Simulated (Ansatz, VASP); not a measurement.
**AlHNF (F-AlN-H chair monolayer): VASP beside Ansatz**

One calculation is typed for both programs; each brings its own data sets. How far apart do they land? The cell is taken from a series of runs on this material, whose earlier steps may have relaxed, scaled, displaced or heated it; both programs get it as it stands.

Calculated with Ansatz 0.2.0; plane waves, with VASP 6.6.1 beside it; PBE with D3(BJ).

## Step 1: Starting point

The cell holds 4 atoms: 1 H, 1 N, 1 Al and 1 F. Cell: a = 3.150 Å, b = 3.150 Å, c = 21.322 Å, α = 90.0°, β = 90.0°, γ = 120.0°. Vacuum lies along c.

## Step 2: Ansatz: single point, PBE with D3(BJ)

Ansatz runs on its PAW soft_1 files.

With cell and atoms fixed, the geometry can't cause a difference; cores, projectors, grids and the points listed under the comparison can.

The input, input.yaml:

```yaml
crystal:
  lattice:
    - [3.1499190878, 0.0, 0.0]
    - [-1.5749595439, 2.7279099499, 0.0]
    - [0.0, 0.0, 21.3221056558]
  atoms:
    - { symbol: H, position: [0.6666666667, 0.3333333333, 0.4220971486] }
    - { symbol: "N", position: [0.6666666667, 0.3333333333, 0.4702680496] }
    - { symbol: Al, position: [0.3333333333, 0.6666666667, 0.5012754541] }
    - { symbol: F, position: [0.3333333333, 0.6666666667, 0.5779028514] }
kpoints:
  mp_grid: { grid: [18, 18, 1] }
  band_path:
    path: [[0, 0, 0], [0.5, 0, 0], [0.33333333, 0.33333333, 0], [0, 0, 0]]
    npoints: 16
hamiltonian:
  xc: pbe
  dispersion: d3bj
  pseudopotentials: { kind: paw, azcp: { folder: soft_1 } }
scf:
  occupations: { method: fermi_dirac, width: 0.02585 }
  convergence: { dr2_threshold: 1.0e-10 }
efield:
  axis: 3
  dipole_correction: true
  ramp_position: 0.97
  ramp_width: 0.06
  amplitude: 0
output:
  dos: { projected: true, e_range: [-6, 5] }
  write_potential: true
  write_density: true
  volumetric_format: npy
  elf: true
```

Run with:

```
$ ansatz run input.yaml --threads 2 --pin off --max-ram 3072MiB --backend cpu --events-out ev --progress --plain --runs-dir out
```

Numbers of over 12 decimals in the logs are rounded to 6 here.

Log:

```text
Engine: ansatz 0.2.0, x86_64-unknown-linux-gnu
Pseudopotentials: kind: paw
Pseudopotential: H, paw, valence charge 1, recommended cutoff 420 eV (normal), soft_1/H.paw.azcp
Pseudopotential: N, paw, valence charge 5, recommended cutoff 420 eV (normal), soft_1/N.paw.azcp
Pseudopotential: Al, paw, valence charge 3, recommended cutoff 420 eV (normal), soft_1/Al.paw.azcp
Pseudopotential: F, paw, valence charge 7, recommended cutoff 420 eV (normal), soft_1/F.paw.azcp
Functional definition: PBE
  parameter kappa = 0.804
  parameter beta = 0.066725
  exchange = pbe_x(kappa = kappa, mu = beta*pi^2/3)
  correlation = pbe_c(beta = beta)
Crystal: 4 atoms, lattice volume = 183.214 Å³
Basis set: ecut = 420 eV, 3551 PW (Γ)
Bands: 12, of which v1, the nominal top of the filled ones, is band 8 counted from 1 (7 counted from 0)
Symmetry: 6 space group operations
Space group: P3m1 (ITA 156), of the structure as read, at distance tolerance 5.7e-5 Å
k-points: 37 of 324 (time reversal used)
Non-local potential: H, projectors of the file, l = 0: 2, l = 1: 1
Non-local potential: N, projectors of the file, l = 0: 2, l = 1: 2, l = 2: 1
Non-local potential: Al, projectors of the file, l = 0: 2, l = 1: 2, l = 2: 1
Non-local potential: F, projectors of the file, l = 0: 2, l = 1: 2, l = 2: 1
PAW form: soft (Blöchl's): semilocal exchange-correlation on the pseudo side does not see the compensation charge
PAW one-centre angular grid: H, 110 points (default); XC on 64 Gauss nodes
PAW one-centre angular grid: N, 110 points (default); XC on 64 Gauss nodes
PAW one-centre angular grid: Al, 110 points (default); XC on 64 Gauss nodes
PAW one-centre angular grid: F, 110 points (default); XC on 64 Gauss nodes
Initial density: superposition of atomic densities (neutral atoms: chi_scale 0, normalization atom)
Initial wavefunctions: pseudopotential atomic-orbital guess
Functional: x = pbe(κ = 0.804, μ = 0.219515), c = pbe(β = 0.066725)
SCF iter   1: F=—  HF=-1753.136694 eV  |F-HF|=—  |Δ(HF+E_count)|=         —  Δρ=7.20e-2  dr2=1.13e1  ethr=3.10e-3  p=0.000 e·Å  D=9.36e-8 V/Å  ΔV_dip=-0.00 eV  dr2_dipole=3.32e-1  V_vac-E_F(+/−)=8.86/8.86 eV  ⟨swp⟩=8.1  Hψ=3677  notcnv=0
efield: sawtooth ramp at fractional position 0.9700 (set: `efield.ramp_position`, or a place that a band, a saddle search or an elastic batch's reference lends), width 0.0600; the density the first Hamiltonian is built on has a dipole p = 0.000 e·Å; the dipole correction subtracts the counter field D = 9.36e-8 V/Å, which shifts the + side's vacuum level by -0.00 eV against the − side's; the planar-averaged density in the ramp window peaks in size at 3.2e-6 e/Å³
preconditioner: auto → none  [insulator: Δε(μ)=7.239 eV  Ē_g=14.808 eV  σ=0.026 eV  W_gap=1.00  n_scr=12 (ndim 8)  ℏωp=10.3 eV  f_vac=0.704  D(μ)=0.00/eV (n_scr^D=0)  ε∞_Penn≈1.5]
SCF iter   2: F=—  HF=-1750.243545 eV  |F-HF|=—  |Δ(HF+E_count)|=    2.89e0  Δρ=4.73e-2  dr2=2.67e0  ethr=3.10e-3  p=-0.410 e·Å  D=-4.05e-1 V/Å  ΔV_dip=8.63 eV  dr2_dipole=1.08e-1  V_vac-E_F(+/−)=10.33/1.70 eV  ⟨swp⟩=5.8  Hψ=1821  notcnv=0  defer=2
SCF iter   3: F=—  HF=-1749.591301 eV  |F-HF|=—  |Δ(HF+E_count)|=   6.52e-1  Δρ=1.31e-2  dr2=2.66e-1  ethr=3.10e-3  p=-0.250 e·Å  D=-2.47e-1 V/Å  ΔV_dip=5.27 eV  dr2_dipole=2.59e-2  V_vac-E_F(+/−)=9.03/3.76 eV  ⟨swp⟩=3.8  Hψ=1393  notcnv=0
SCF iter   4: F=—  HF=-1749.554754 eV  |F-HF|=—  |Δ(HF+E_count)|=   3.65e-2  Δρ=8.55e-3  dr2=1.37e-1  ethr=1.66e-3  p=-0.383 e·Å  D=-3.78e-1 V/Å  ΔV_dip=8.06 eV  dr2_dipole=1.03e-2  V_vac-E_F(+/−)=10.26/2.20 eV  ⟨swp⟩=4.7  Hψ=1267  notcnv=0  defer=2
SCF iter   5: F=—  HF=-1749.522265 eV  |F-HF|=—  |Δ(HF+E_count)|=   3.25e-2  Δρ=1.08e-3  dr2=8.52e-3  ethr=8.57e-4  p=-0.370 e·Å  D=-3.66e-1 V/Å  ΔV_dip=7.79 eV  dr2_dipole=1.75e-3  V_vac-E_F(+/−)=10.05/2.25 eV  ⟨swp⟩=3.3  Hψ=1094  notcnv=0  defer=1
SCF iter   6: F=—  HF=-1749.519854 eV  |F-HF|=—  |Δ(HF+E_count)|=   2.41e-3  Δρ=7.28e-4  dr2=1.60e-3  ethr=5.33e-5  p=-0.358 e·Å  D=-3.54e-1 V/Å  ΔV_dip=7.55 eV  dr2_dipole=2.97e-4  V_vac-E_F(+/−)=9.93/2.39 eV  ⟨swp⟩=3.6  Hψ=906  notcnv=0  defer=2
SCF iter   7: F=—  HF=-1749.519818 eV  |F-HF|=—  |Δ(HF+E_count)|=   3.66e-5  Δρ=5.47e-4  dr2=1.32e-3  ethr=1.00e-5  p=-0.340 e·Å  D=-3.36e-1 V/Å  ΔV_dip=7.17 eV  dr2_dipole=2.68e-4  V_vac-E_F(+/−)=9.78/2.61 eV  ⟨swp⟩=4.3  Hψ=1001  notcnv=0
SCF iter   8: F=—  HF=-1749.519480 eV  |F-HF|=—  |Δ(HF+E_count)|=   3.38e-4  Δρ=2.62e-4  dr2=3.43e-4  ethr=8.28e-6  p=-0.345 e·Å  D=-3.40e-1 V/Å  ΔV_dip=7.26 eV  dr2_dipole=6.98e-5  V_vac-E_F(+/−)=9.82/2.56 eV  ⟨swp⟩=1.5  Hψ=510  notcnv=0
SCF iter   9: F=—  HF=-1749.519376 eV  |F-HF|=—  |Δ(HF+E_count)|=   1.03e-4  Δρ=5.67e-5  dr2=1.44e-5  ethr=2.15e-6  p=-0.348 e·Å  D=-3.44e-1 V/Å  ΔV_dip=7.33 eV  dr2_dipole=3.04e-6  V_vac-E_F(+/−)=9.85/2.52 eV  ⟨swp⟩=2.9  Hψ=737  notcnv=0
SCF iter  10: F=—  HF=-1749.519370 eV  |F-HF|=—  |Δ(HF+E_count)|=   6.62e-6  Δρ=1.09e-5  dr2=2.81e-7  ethr=8.98e-8  p=-0.349 e·Å  D=-3.45e-1 V/Å  ΔV_dip=7.35 eV  dr2_dipole=4.75e-8  V_vac-E_F(+/−)=9.85/2.50 eV  ⟨swp⟩=2.2  Hψ=895  notcnv=0
SCF iter  11: F=—  HF=-1749.519366 eV  |F-HF|=—  |Δ(HF+E_count)|=   3.55e-6  Δρ=1.19e-6  dr2=2.45e-9  ethr=1.76e-9  p=-0.349 e·Å  D=-3.45e-1 V/Å  ΔV_dip=7.35 eV  dr2_dipole=2.28e-11  V_vac-E_F(+/−)=9.85/2.50 eV  ⟨swp⟩=2.4  Hψ=757  notcnv=0
SCF iter  12: F=—  HF=-1749.519366 eV  |F-HF|=—  |Δ(HF+E_count)|=  9.68e-10  Δρ=4.28e-7  dr2=2.93e-10  ethr=1.53e-11  p=-0.349 e·Å  D=-3.45e-1 V/Å  ΔV_dip=7.35 eV  dr2_dipole=1.23e-11  V_vac-E_F(+/−)=9.85/2.50 eV  ⟨swp⟩=3.0  Hψ=842  notcnv=0
SCF iter  13: F=-1749.519366 eV  HF=-1749.519366 eV  |F-HF|=7.66e-11  |Δ(HF+E_count)|=  2.16e-11  Δρ=2.30e-7  dr2=8.90e-11  ethr=1.00e-12  p=-0.349 e·Å  D=-3.45e-1 V/Å  ΔV_dip=7.35 eV  dr2_dipole=1.56e-14  V_vac-E_F(+/−)=9.85/2.50 eV  ⟨swp⟩=7.3  Hψ=2709  notcnv=0
SCF 1 converged in 13 iterations: F = -1749.519366 eV  dr2 = 8.90e-11
  greatest PAW one-centre occupation: 0.932 electrons in one spin orbital (limit 2), on the F atom at site 3 (counted from 0), in its partial waves of l = 0
NSCF: frozen V_eff on 49 k-points
efield: sawtooth ramp at fractional position 0.9700 (kept from the solve that this one continues, or follows in the run), width 0.0600; the density the first Hamiltonian is built on has a dipole p = -0.349 e·Å; the dipole correction subtracts the counter field D = -3.45e-1 V/Å, which shifts the + side's vacuum level by +7.35 eV against the − side's; the planar-averaged density in the ramp window peaks in size at 4.7e-6 e/Å³
WARN: The output density's exchange-correlation potential varies sharply where the density is thin. Do not read a vacuum level from v_tot or v_xc, or from such a field of the output density. On a cell that repeats whose density bears no net charge and no dipole along the vacuum's axis use v_es (v_loc + v_h of the components); under efield.dipole_correction with no amplitude use v_es + v_field, which holds any externa [...]
SCF converged after 13 iterations
Free energy (F): -1749.519366 eV
Harris-Foulkes:  -1749.519366 eV  (|F-HF|=7.66e-11)
Internal energy: -1749.519366 eV  (E = F + TS)
E sigma→0 (E₀):  -1749.519366 eV
Fermi energy:    -3.962442 eV
Dipole field:    D = -0.344694 V/Å  (p = -0.349005 e·Å, saw-weighted, corrected)
Work function:   Φ+ = 9.8530 eV   Φ− = 2.5034 eV
Levels:          The Fermi level and band energies are counted from a zero that moves with the ramp; work functions are not
--- Per-component energies (eV) ---
  E_band       = -180.953332
  E_kinetic    = 366.581368
  E_local      = -7103.704705  (includes V_loc(G=0)·N_el)
  E_nonlocal   = 132.131307
  E_hartree    = 3367.473709
  E_xc         = -183.789267
  E_vxc        = -215.551458  (∫ρ·V_xc dr)
  E_paw        = -803.506264  (= ΣΔE_a)
  E_vpaw       = -97.848684  (= ΣTr[D̂ρ^β])
  E_aug_tail   = 0.000554  (compensation charges beyond the density's cutoff)
  E_efield     = 0.060150  (sawtooth field / dipole correction)
  E_vefield    = 2.491163  (∫n·V_field dr)
  E_ewald      = 2475.551551
  E_disp       = -0.317769  (pairwise vdW)
  E_smearing   = -0.000000  (= −TS)
  E_closure    = 0.000000  (closes the sum)
  Σ components = -1749.519366   (vs F -1749.519366, Δ=0.00e0)
--- Band table (eV; the first three rows and the last of 37) ---
  k-point 0: bands = [... 4 lower, -5.9944, -5.9944, -5.5222, -5.5222, -2.4762, -0.9737, 0.1662, 1.3867]
  k-point 1: bands = [... 4 lower, -6.1367, -6.0270, -5.5792, -5.5247, -2.3949, -0.9002, 0.2691, 1.4767]
  k-point 2: bands = [... 4 lower, -6.5065, -6.1167, -5.7113, -5.5344, -2.1769, -0.6917, 0.5471, 1.7301]
  k-point 36: bands = [... 4 lower, -8.8784, -6.9540, -6.3336, -6.2577, 2.7676, 2.7908, 2.8448, 3.8692]
```

## Step 3: VASP: single point, PBE with D3(BJ)

The same cell, functional, mesh and smearing now go to VASP, with its own data sets.

Lines of VASP's logs that name or quote its potential files are left out, and so is its time.

The input, INCAR:

```
SYSTEM = AlHNF
PREC = Accurate
ENCUT = 520
EDIFF = 1E-06
NELM = 120
ISMEAR = -1
SIGMA = 0.02585
LREAL = .FALSE.
ALGO = Normal
GGA = PE
IVDW = 12
NBANDS = 14
LORBIT = 11
LWAVE = .FALSE.
LCHARG = .FALSE.
ISIF = 2
LDIPOL = .TRUE.
IDIPOL = 3
DIPOL = 0.5 0.5 0.492
LVHAR = .TRUE.
LASPH = .TRUE.
GGA_COMPAT = .FALSE.
EFERMI = MIDGAP
NELMDL = -8
```

The input, POSCAR:

```
AlHNF
1.0
    3.1499190878      0.0000000000      0.0000000000
   -1.5749595439      2.7279099499      0.0000000000
    0.0000000000      0.0000000000     21.3221056558
H N Al F
1 1 1 1
Direct
    0.6666666667      0.3333333333      0.4220971486
    0.6666666667      0.3333333333      0.4702680496
    0.3333333334      0.6666666666      0.5012754541
    0.3333333334      0.6666666666      0.5779028514
```

The input, KPOINTS:

```
Automatic mesh
0
Gamma
18 18 1
0 0 0
```

Potentials, in the order of the species: H, N, Al and F (PBE family, release 64).

Run with:

```
$ mpirun -np 1 vasp_std
```

Log:

```text
[banner, memory and clock lines left out]
running    1 mpi-ranks, on    1 nodes
 distrk:  each k-point on    1 cores,    1 groups
 distr:  one band on    1 cores,    1 groups

 POSCAR found type information on POSCAR H N AlF
 POSCAR found :  4 types and       4 ions
 LDA part: xc-table for (Slater+PW92), standard interpolation
 POSCAR, INCAR and KPOINTS ok, starting setup
 FFT: planning ... GRIDC
 FFT: planning ... GRID_SOFT
 FFT: planning ... GRID
 WAVECAR not read
 entering main loop
       N       E                     dE             d eps       ncg     rms          rms(c)
DAV:   1     0.137922167832E+03    0.13792E+03   -0.59874E+03  1060   0.842E+02
DAV:   2    -0.902479634480E+01   -0.14695E+03   -0.13332E+03  1776   0.202E+02
DAV:   3    -0.268967106773E+02   -0.17872E+02   -0.17740E+02  1354   0.877E+01
DAV:   4    -0.272327329650E+02   -0.33602E+00   -0.33581E+00  1234   0.148E+01
DAV:   5    -0.272377981414E+02   -0.50652E-02   -0.50648E-02  1372   0.167E+00
DAV:   6    -0.272379322970E+02   -0.13416E-03   -0.13415E-03  1314   0.299E-01
DAV:   7    -0.272379370221E+02   -0.47252E-05   -0.47251E-05  1414   0.526E-02
DAV:   8    -0.272379372158E+02   -0.19364E-06   -0.19368E-06  1202   0.111E-02    0.103E+01
DAV:   9    -0.238049761821E+02    0.34330E+01   -0.93555E+00  1390   0.234E+01    0.412E+00
DAV:  10    -0.237106597872E+02    0.94316E-01   -0.84730E-01  1336   0.505E+00    0.273E+00
DAV:  11    -0.235978113854E+02    0.11285E+00   -0.73309E-02  1366   0.316E+00    0.929E-01
DAV:  12    -0.235461119417E+02    0.51699E-01   -0.26071E-02  1330   0.202E+00    0.268E-01
DAV:  13    -0.235395144087E+02    0.65975E-02   -0.10179E-02  1360   0.849E-01    0.183E-01
DAV:  14    -0.235359531775E+02    0.35612E-02   -0.42683E-03  1348   0.640E-01    0.102E-01
[...]
DAV:  19    -0.235393759586E+02   -0.17906E-03   -0.16154E-05  1156   0.252E-02    0.511E-03
DAV:  20    -0.235395582709E+02   -0.18231E-03   -0.19848E-05  1054   0.260E-02    0.338E-03
DAV:  21    -0.235395956456E+02   -0.37375E-04   -0.13973E-06   878   0.984E-03    0.180E-03
DAV:  22    -0.235396467571E+02   -0.51112E-04   -0.17948E-06   926   0.797E-03    0.116E-03
DAV:  23    -0.235396644538E+02   -0.17697E-04   -0.40002E-07   844   0.395E-03    0.102E-03
DAV:  24    -0.235396713940E+02   -0.69402E-05   -0.26247E-07   842   0.273E-03    0.608E-04
DAV:  25    -0.235396732237E+02   -0.18297E-05   -0.78970E-08   968   0.283E-03    0.314E-04
DAV:  26    -0.235396736773E+02   -0.45362E-06   -0.30909E-08   800   0.110E-03
   1 F= -.23857424E+02 E0= -.23857424E+02  d E =0.000000E+00
```

Parts of OUTCAR (step 3):

```text
ion  position               nearest neighbor table
   1  0.667  0.333  0.422-   2 1.03
   2  0.667  0.333  0.470-   1 1.03   3 1.94   3 1.94   3 1.94
   3  0.333  0.667  0.501-   4 1.63   2 1.94   2 1.94   2 1.94
   4  0.333  0.667  0.578-   3 1.63

  LATTYP: Found a hexagonal cell.
 ALAT       =     3.1499190878
 C/A-ratio  =     6.7690963042

 Subroutine GETGRP returns: Found  6 space group operations
 (whereof  6 operations were pure point group operations)

The static configuration has the point symmetry C_3v.

 Found     37 irreducible k-points:

   k-points           NKPTS =     37   k-points in BZ     NKDIM =     37   number of bands    NBANDS=     14

   dimension x,y,z NGX =    24 NGY =   24 NGZ =  160
   dimension x,y,z NGXF=    48 NGYF=   48 NGZF=  320

   ENCUT  =  520.0 eV  38.22 Ry    6.18 a.u.   5.86  5.86 39.64*2*pi/ulx,y,z

   NELECT =      16.0000    total number of electrons

 k-points in reciprocal lattice and weights: Automatic mesh
   0.00000000  0.00000000  0.00000000       0.003
   0.05555556 -0.00000000  0.00000000       0.019
   0.11111111 -0.00000000  0.00000000       0.019
   0.16666667  0.00000000  0.00000000       0.019
   0.22222222  0.00000000  0.00000000       0.019
   0.27777778  0.00000000  0.00000000       0.019
   0.33333333  0.00000000  0.00000000       0.019
   0.38888889  0.00000000  0.00000000       0.019
   0.44444444  0.00000000  0.00000000       0.019
[...]
0.33333333  0.27777778  0.00000000       0.037
   0.33333333  0.33333333  0.00000000       0.006

 dipolmoment           0.000000      0.000000      0.353340 electrons x Angstroem

 average (electrostatic) potential at core
       1 -43.6121       2 -72.3478       3 -83.0850       4 -81.4521

 E-fermi :  -4.2066

 k-point     1 :       0.0000    0.0000    0.0000
  band No.  band energies     occupation
    ...
      4      -7.3825      2.00000
      5      -6.2157      2.00000
      6      -6.2157      2.00000
      7      -5.7063      2.00000
      8      -5.7063      2.00000
      9      -2.7069      0.00000
     10      -1.2100      0.00000
     11      -0.1298      0.00000
     12       1.0367      0.00000
     13       2.1219      0.00000
    ...

 k-point     2 :       0.0556   -0.0000    0.0000
  band No.  band energies     occupation
    ...
      4      -7.3930      2.00000
      5      -6.3590      2.00000
      6      -6.2483      2.00000
      7      -5.7610      2.00000
      8      -5.7088      2.00000
      9      -2.6258      0.00000
     10      -1.1372      0.00000
     11      -0.0303      0.00000
     12       1.1303      0.00000
     13       2.1616      0.00000
    ...

 k-point     3 :       0.1111   -0.0000    0.0000
  band No.  band energies     occupation
    ...
      4      -7.4493      2.00000
      5      -6.7240      2.00000
      6      -6.3383      2.00000
      7      -5.8912      2.00000
      8      -5.7184      2.00000
      9      -2.4082      0.00000
     10      -0.9302      0.00000
     11       0.2384      0.00000
     12       1.3945      0.00000
     13       2.2605      0.00000
    ...

 Edisp (eV)   -0.31775

  Total      -0.16772    -0.16772     0.25867     0.00000    -0.00000    -0.00000
  in kB      -1.46669    -1.46669     2.26202     0.00000    -0.00000    -0.00000
  external pressure =       -0.22 kB  Pullay stress =        0.00 kB

  energy-cutoff  :      520.00
  volume of cell :      183.21
      direct lattice vectors                 reciprocal lattice vectors
     3.149919088  0.000000000  0.000000000     0.317468472  0.183290508  0.000000000
    -1.574959544  2.727909950  0.000000000     0.000000000  0.366581016  0.000000000
     0.000000000  0.000000000 21.322105656     0.000000000  0.000000000  0.046899683

 POSITION                                       TOTAL-FORCE (eV/Angst)
 -----------------------------------------------------------------------------------
      1.57496      0.90930      9.00000         0.000000      0.000000     -0.012248
      1.57496      0.90930     10.02711        -0.000000      0.000000     -0.006790
      0.00000      1.81861     10.68825        -0.000000      0.000000     -0.125478
      0.00000      1.81861     12.32211         0.000000      0.000000      0.144516
 -----------------------------------------------------------------------------------
    total drift:                               -0.000001      0.000000     -0.001131

  FREE ENERGIE OF THE ION-ELECTRON SYSTEM (eV)
  ---------------------------------------------------
  free  energy   TOTEN  =       -23.8574238950 eV

  energy  without entropy=      -23.8574238950  energy(sigma->0) =      -23.85742389

 vacuum level on the upper side and lower side of the slab         5.750        -1.692

 total charge
# of ion       s       p       d       tot
------------------------------------------
    1        0.636   0.081   0.000   0.718
    2        1.223   2.661   0.000   3.884
    3        0.363   0.439   0.000   0.802
    4        1.745   4.373   0.000   6.118
--------------------------------------------------
tot          3.967   7.554   0.000  11.522

[... 3 further parts left out ...]
```

## Step 4: Differences

Known differences besides the potentials themselves: the cutoff is 420 eV in Ansatz and 520 eV in VASP. Total energies have different zeros and are not compared.

Compared:

```tsv
quantity	Ansatz	VASP	difference
gap on the k mesh (eV)	3.046	2.999	+0.047
```

A gap on the mesh is an upper bound, since the band edges may lie between its points. Where the cell holds vacuum, a pressure given here is an average over it and none of the material.

## Step 5: Outcome

```yaml
difference_in_gap_on_the_k_mesh_single_point_pbe_with_d3_bj: 0.047 eV
```

In words: The difference in gap on the k mesh is 0.047 eV (single point, PBE with D3(BJ)), within the 0.08 eV picked in this series as the mark of a large difference. Such differences can come from data sets, numerical settings and the points named under the comparisons, not from the functional's error against experiment.

[Lines on the potential files, build, host, timing and source positions are cut from VASP's logs without a mark.]

[Logs are printed without paths, hosts, clocks, repeated set-up lines and the standing remarks that a program may print on its own settings, such as how far it seeks lower states.]

[Hosts, paths, dates, database ids (printed as entryN), source tags and the programs' standing remarks are cut or masked in the printed files.]
